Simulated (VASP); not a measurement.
Crystal: KBi6Os.

```xyz
8
Lattice="6.3918 0.0000 0.0000 -0.7989 6.3416 0.0000 -0.7989 -0.9058 6.2766" Properties=species:S:1:pos:R:3 pbc="T T T"
Os    0.0000    0.0000    0.0000
Bi    3.8703    4.9102    0.6465
Bi   -0.5448    3.8322    4.9522
Bi    4.3880    0.0037    4.5003
Bi    0.9237    0.5256    5.6301
Bi    5.3388    1.6036    1.3244
Bi    0.4060    5.4321    1.7763
K     2.3970    2.7179    3.1383
```

The cell was built by a generator and needn't be a form met in nature.

Base run:

```yaml
Program: VASP 6.6.1
Functional: r2SCAN
Potentials_or_basis: VASP PAW PBE potentials, release 64 (Os, Bi_d, K_sv)
Cutoff: 520 eV
k_mesh: 3 × 3 × 3
Occupations: fermi-dirac, width 0.1 eV
Spin: no spin polarisation
```

Its results: band gap on the k mesh none (metal or under the smearing width); pressure 24.3 GPa; largest force 8.864 eV/Å.

**Question.** The run is repeated on the same cell with these changes: functional from r2SCAN to RPBE. What comes out?

**Answer.** Band gap on the k mesh none (metal or under the smearing width); pressure 26.7 GPa; largest force 9.169 eV/Å.

Caveats: so large a pressure means that the cell lies far from this level's equilibrium, or that cutoff or potentials fall short; the potentials were made for another functional, which shifts forces and pressure; spin-orbit coupling is left out, which moves the levels of the heavy elements.

Not every run made on this cell is shown here.
